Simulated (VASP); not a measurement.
Here is the system:

```
CELL_PARAMETERS angstrom
      1.82877    -3.16752     0.00000
      1.82877     3.16752     0.00000
      0.00000     0.00000     5.82585
ATOMIC_POSITIONS crystal
  Zr 0.00000 0.00000 0.00000
  S  0.33333 0.66667 0.25011
  S  0.66667 0.33333 0.74989
```

All values below come from optB86b-vdW, VASP's PBE PAW potentials (set 64) (plane waves; VASP). Numerical set-up: 520 eV cut-off, Gaussian smearing of 0.050 eV, potentials Zr_sv S.

Q: What does the run give for the band gap (along the path) with the smallest direct gap where there is one?

A: 
```yaml
band gap (along the path): 0.78 eV
smallest direct gap (along the path): 1.47 eV
```

The compound is ZrS2 in the 1T layered structure. It was relaxed first.
